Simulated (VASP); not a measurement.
Input:

```yaml
crystal:
  lattice:
    - [1.56770, -2.71534, 0.00000]
    - [1.56770, 2.71534, 0.00000]
    - [0.00000, 0.00000, 3.48404]
  atoms:
    - { symbol: Hf, position: [0.00000, 0.00000, 0.00000] }
    - { symbol: B, position: [0.33333, 0.66667, 0.50000] }
    - { symbol: B, position: [0.66667, 0.33333, 0.50000] }
```

Method: optB86b-vdW, VASP's PBE PAW potentials (set 64) (plane waves; VASP). Run with 520 eV cut-off, 13×13×10 Γ-centred mesh, tetrahedra with Blöchl corrections, potentials Hf_pv B.

The cores are frozen, which limits the accuracy of field gradients.

Q: Give the principal components of the electric field gradient (V/Å²) and the asymmetry η at each nucleus.

A: 
```tsv
atom	Vxx	Vyy	Vzz	η
Hf1	-38.5	-38.5	77.1	0.00
B2	-0.9	-0.9	1.8	0.00
B3	-0.9	-0.9	1.8	0.00
```

The compound is HfB2 in the AlB2 type structure. It was relaxed first.
